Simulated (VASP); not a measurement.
Given:

```xyz
3
Lattice="2.1850 -3.7845 0.0000 2.1850 3.7845 0.0000 0.0000 0.0000 4.9500" Properties=species:S:1:pos:R:3 pbc="T T T"
Se     0.4916     0.8515     3.3000
Se     3.3868     0.0000     0.0000
Se     0.4916    -0.8515     1.6500
```

All values below come from PBE GGA, VASP's PBE PAW potentials (set 64) (plane waves; VASP). Numerical set-up: EDIFF = 1E-4, 400 eV cut-off, 6×6×5 Γ-centred mesh, Gaussian smearing of 0.050 eV, potentials Se.

Question: Estimate the energy per atom (σ→0), pressure, largest force.

Answer: 
```yaml
energy per atom (σ→0): -3.489 eV/atom
pressure: 2.97 GPa
largest_force: 0.452 eV/Å
```

The absolute energy has meaning only against runs of the same code, potentials and settings.

The compound is Se in the trig structure. The cell was not relaxed at this level. The run is one of a series of settings (EDIFF = 1E-4 against the base run), some of them coarse on purpose.
